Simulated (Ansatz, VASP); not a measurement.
# InAs in two plane-wave programs

One calculation is typed for both programs; each brings its own data sets. How far apart do they land? The cell is taken from a series of runs on this material, whose earlier steps may have relaxed, scaled, displaced or heated it; both programs get it as it stands.

Method: plane waves, with VASP 6.6.1 beside it; zone-centre phonons at PBEsol, in Ansatz 0.2.0.

## Step 1: Starting point

The structure is orthorhombic, space group Imm2 (No. 44). The conventional cell has a = 4.304 Å, b = 4.347 Å, c = 6.053 Å, α = 90.00°, β = 90.00°, γ = 90.00°. Nearest to As lie 4 In at 2.64 Å. Nearest to In lie 4 As at 2.64 Å. Farther neighbours are not listed.

## Step 2: Ansatz: zone-centre phonons, PBEsol

Ansatz runs on its PAW soft_1 files.

Second derivatives magnify differences that forces hide, and they need a tight electronic threshold.

input.yaml

```yaml
crystal:
  lattice:
    - [0.0153522168, 3.0587501792, 3.0267212096]
    - [3.0587501792, 0.0153522168, 3.0267212096]
    - [3.074102396, 3.074102396, 0.0]
  atoms:
    - { symbol: As, position: [0.7508287819, 0.7508287819, 0.7491408546] }
    - { symbol: In, position: [-0.0008287819, -0.0008287819, 0.0008591454] }
kpoints:
  mp_grid: { grid: [12, 12, 12], shift: [0.5, 0.5, 0.5] }
hamiltonian:
  xc: pbesol
  pseudopotentials: { kind: paw, azcp: { folder: soft_1 }, xc_functional: pbe }
scf:
  occupations: { method: gaussian, width: 0.015 }
output:
  eigenvalues: true
phonons:
  method: dfpt
```

On the command line:

```sh
$ ansatz run input.yaml --threads 4 --pin off --max-ram 10240MiB --backend cpu --events-out ev --progress --plain --runs-dir out
```

Numbers of over 12 decimals in the logs are rounded to 6 here.

The program printed:

```text
Engine: ansatz 0.2.0, aarch64-unknown-linux-gnu
Pseudopotentials: kind: paw
Pseudopotential: As, paw, valence charge 15, recommended cutoff 420 eV (normal), soft_1/As.paw.azcp
Pseudopotential: In, paw, valence charge 13, recommended cutoff 420 eV (normal), soft_1/In.paw.azcp
Functional definition: PBEsol
  exchange = pbesol_x
  correlation = pbesol_c
Crystal: 2 atoms, lattice volume = 56.634 Å³
Basis set: ecut = 420 eV, 1099 PW (Γ), exchange–correlation on 60×60×60 points (8 copies of the dense FFT grid, shifted against one another)
Bands: 18, of which v1, the nominal top of the filled ones, is band 14 counted from 1 (13 counted from 0)
Symmetry: 2 space group operations
k-points: 864 of 1728 (irreducible under 1 space group operation, time reversal used)
Non-local potential: As, projectors of the file, l = 0: 2, l = 1: 2, l = 2: 3, l = 3: 1
Non-local potential: In, projectors of the file, l = 0: 2, l = 1: 2, l = 2: 2, l = 3: 1
PAW form: soft (Blöchl's): semilocal exchange-correlation on the pseudo side does not see the compensation charge
PAW frozen core: As, regenerated for the run's functional, and the local potential with it (the file was generated under x = pbe(κ = 0.804, μ = 0.219515), c = pbe(β = 0.066725))
PAW frozen core: In, regenerated for the run's functional, and the local potential with it (the file was generated under x = pbe(κ = 0.804, μ = 0.219515), c = pbe(β = 0.066725))
PAW one-centre angular grid: As, 590 points (default); XC on 64 Gauss nodes
PAW one-centre angular grid: In, 590 points (default); XC on 64 Gauss nodes
Initial density: superposition of atomic densities (chi_scale 0.1, normalization cell, long waves kept (reshape's long-wave potential 0.00 eV rms))
Initial wavefunctions: pseudopotential atomic-orbital guess
Functional: x = pbesol(κ = 0.804, μ = 0.123457), c = pbesol(β = 0.046)
SCF iter   1: F=—  HF=-10338.983944 eV  |F-HF|=—  |Δ(HF+E_count)|=         —  Δρ=2.80e-2  dr2=3.54e-1  ethr=3.10e-3  ⟨swp⟩=6.0  Hψ=77793  notcnv=0
preconditioner: auto → none  [insulator: Δε(μ)=0.367 eV  Ē_g=14.577 eV  σ=0.015 eV  W_gap=1.00  n_scr=14 (ndim 8)  ℏωp=20.9 eV  f_vac=0.011  D(μ)=0.00/eV (n_scr^D=0)  ε∞_Penn≈3.1]
SCF iter   2: F=—  HF=-10338.908800 eV  |F-HF|=—  |Δ(HF+E_count)|=   7.51e-2  Δρ=1.28e-2  dr2=6.62e-2  ethr=1.27e-3  ⟨swp⟩=2.0  Hψ=25920  notcnv=0
SCF iter   3: F=—  HF=-10338.897410 eV  |F-HF|=—  |Δ(HF+E_count)|=   1.14e-2  Δρ=1.90e-3  dr2=4.77e-3  ethr=2.36e-4  ⟨swp⟩=2.2  Hψ=23264  notcnv=0
SCF iter   4: F=—  HF=-10338.895653 eV  |F-HF|=—  |Δ(HF+E_count)|=   1.76e-3  Δρ=5.99e-4  dr2=1.12e-4  ethr=1.70e-5  ⟨swp⟩=3.1  Hψ=32899  notcnv=0
SCF iter   5: F=—  HF=-10338.895665 eV  |F-HF|=—  |Δ(HF+E_count)|=   1.15e-5  Δρ=1.99e-4  dr2=8.28e-6  ethr=3.99e-7  ⟨swp⟩=2.0  Hψ=30794  notcnv=0
SCF iter   6: F=—  HF=-10338.895673 eV  |F-HF|=—  |Δ(HF+E_count)|=   8.57e-6  Δρ=1.61e-5  dr2=8.29e-8  ethr=2.96e-8  ⟨swp⟩=2.0  Hψ=18414  notcnv=0
SCF iter   7: F=—  HF=-10338.895673 eV  |F-HF|=—  |Δ(HF+E_count)|=   3.63e-7  Δρ=4.09e-6  dr2=1.12e-8  ethr=2.96e-10  ⟨swp⟩=2.0  Hψ=23328  notcnv=0
SCF iter   8: F=—  HF=-10338.895673 eV  |F-HF|=—  |Δ(HF+E_count)|=   3.87e-9  Δρ=8.09e-7  dr2=2.77e-10  ethr=4.00e-11  ⟨swp⟩=2.0  Hψ=27644  notcnv=0
SCF iter   9: F=—  HF=-10338.895673 eV  |F-HF|=—  |Δ(HF+E_count)|=  2.13e-10  Δρ=1.58e-7  dr2=1.27e-11  ethr=1.00e-12  ⟨swp⟩=2.0  Hψ=23326  notcnv=0
SCF iter  10: F=-10338.895673 eV  HF=-10338.895673 eV  |F-HF|=1.82e-12  |Δ(HF+E_count)|=  2.73e-11  Δρ=4.26e-8  dr2=1.14e-12  ethr=1.00e-12  ⟨swp⟩=5.7  Hψ=63760  notcnv=0
SCF 1 converged in 10 iterations: F = -10338.895673 eV  dr2 = 1.14e-12
  greatest PAW one-centre occupation: 0.999 electrons in one spin orbital (limit 2), on the As atom at site 0 (counted from 0), in its partial waves of l = 2
DFPT response loops at Γ: preconditioner auto → none (the input reference at scf.mixing.eps_inf says where Resta's filter doesn't serve); β = 0.50; Broyden in place of MSR1
SCF converged after 10 iterations
Free energy (F): -10338.895673 eV
Harris-Foulkes:  -10338.895673 eV  (|F-HF|=1.82e-12)
Internal energy: -10338.895673 eV  (E = F + TS)
E sigma→0 (E₀):  -10338.895673 eV
Fermi energy:    7.373070 eV
--- Per-component energies (eV) ---
  E_band       = -328.159405
  E_kinetic    = 316.463658
  E_local      = -3511.494211  (includes V_loc(G=0)·N_el)
  E_nonlocal   = -63.454416
  E_hartree    = 1742.207038
  E_xc         = -211.321382
  E_vxc        = -162.933106  (∫ρ·V_xc dr)
  E_paw        = -6109.526946  (= ΣΔE_a)
  E_vpaw       = -391.155499  (= ΣTr[D̂ρ^β])
  E_aug_tail   = 0.000147  (compensation charges beyond the density's cutoff)
  E_ewald      = -2502.971896
  E_core_change = 1.202334  (= ΣΔE_core)
  E_smearing   = -0.000000  (= −TS)
  E_closure    = 0.000000  (closes the sum)
  Σ components = -10338.895673   (vs F -10338.895673, Δ=0.00e0)
--- Band table (eV; the first three rows and the last of 864) ---
  k-point 0: bands = [... 10 lower, -4.4996, 6.4182, 7.2020, 7.2125, 7.5336, 11.0407, 11.0949, 11.1672]
  k-point 1: bands = [... 10 lower, -4.4088, 5.5641, 6.9629, 7.1632, 8.1493, 11.0205, 11.2495, 11.4177]
  k-point 2: bands = [... 10 lower, -4.1902, 4.4318, 6.6675, 6.9663, 8.5127, 11.3700, 11.5101, 11.8164]
  k-point 863: bands = [... 10 lower, -3.0888, 1.5639, 6.0576, 6.2446, 8.1711, 11.7178, 11.9072, 13.9641]
--- Phonons (Γ-DFPT): 4 representative perturbations + reference, on 864 of 1728 k-points (Σ response iterations 13) ---
  k mesh reduced under 1 symmetry operation, with k and −k counted as one. Each operation leaves every solved perturbation unchanged. A smaller set is not used because it would not reduce the number of displacements times k-points to solve
  ASR residual: 2.680e-5 → 0.000e0 eV/Å²; symmetrization residual: 1.838e-5 eV/Å²
  ASR residual per site (eV/Å²): 2.05e-5 2.68e-5
  Γ frequencies (cm⁻¹): 0.00 0.00 0.00 207.70 207.74 209.26
  non-analytic LO–TO correction: not included (Born effective charges unavailable; polar crystals: no LO–TO splitting at Γ)
```

[end of part 1 of 3]

[Lines on the potential files, build, host, timing and source positions are cut from VASP's logs without a mark.]

[Logs are printed without paths, hosts, clocks, repeated set-up lines and the standing remarks that a program may print on its own settings, such as how far it seeks lower states.]

[Hosts, paths, dates, database ids (printed as entryN), source tags and the programs' standing remarks are cut or masked in the printed files.]
